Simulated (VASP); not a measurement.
Method: r2SCAN meta-GGA, VASP's PBE PAW potentials (set 64) (plane waves; VASP 6.6.1).

The input files of a VASP run:

File KPOINTS:
```
Automatic mesh
0
Gamma
8 8 8
0 0 0
```

**POSCAR**
```
LiCl
1
    0.0000000000     2.5458048417     2.5458048417
    2.5458048417     0.0000000000     2.5458048417
    2.5458048417     2.5458048417     0.0000000000
Li Cl
1 1
Direct
  0.0000000000   0.0000000000   0.0000000000
  0.5000000000   0.5000000000   0.5000000000
```

INCAR:
```
! general
SYSTEM  = LiCl
PREC    = Accurate
ENCUT   = 600
LREAL   = .False.
LASPH   = .True.

! electronic loop
EDIFF   = 1E-7
NELM    = 100
ALGO    = Normal
LMIXTAU = .True.

! smearing
ISMEAR  = 0
SIGMA   = 0.05

! functional
METAGGA = R2SCAN

! ions
IBRION  = 2
NSW     = 40
ISIF    = 3
EDIFFG  = -0.01
PSTRESS = 50

! output
LWAVE   = .False.
LCHARG  = .False.
```

POTCAR, in this order: Li_sv Cl (PBE.64 set). Program: vasp_std.

Energy and stress use the plane-wave basis of the starting cell.

Problem. What does the run give for the energy per atom (σ→0), volume per atom, band gap (on the k-mesh)?

Solution. 
```
Property                          Result
------------------------  --------------
energy per atom (σ→0)     -6.272 eV/atom
band gap (on the k-mesh)         7.68 eV
volume per atom           14.82 Å^3/atom
```

OSZICAR:
```
...
DAV:   4    -0.125444818729E+02    0.58683E-04   -0.74023E-05   522   0.138E-01    0.178E-02
DAV:   5    -0.125444062952E+02    0.75578E-04   -0.19006E-04   522   0.219E-01    0.343E-03
DAV:   6    -0.125445435376E+02   -0.13724E-03   -0.64121E-05   522   0.118E-01    0.251E-03
DAV:   7    -0.125445437306E+02   -0.19299E-06   -0.18098E-06   682   0.212E-02    0.127E-03
DAV:   8    -0.125445425266E+02    0.12040E-05   -0.38475E-07   527   0.100E-02    0.516E-04
DAV:   9    -0.125445432229E+02   -0.69633E-06   -0.15500E-07   526   0.626E-03    0.319E-04
DAV:  10    -0.125445431294E+02    0.93523E-07   -0.45710E-09   271   0.970E-04
   4 F= -.11619795E+02 E0= -.11619795E+02  d E =-.594351E-01
```

The compound is LiCl in the rock salt structure. This run relaxes it under an external pressure of 5 GPa. Symmetry was kept, so distortions that lower it aren't found.
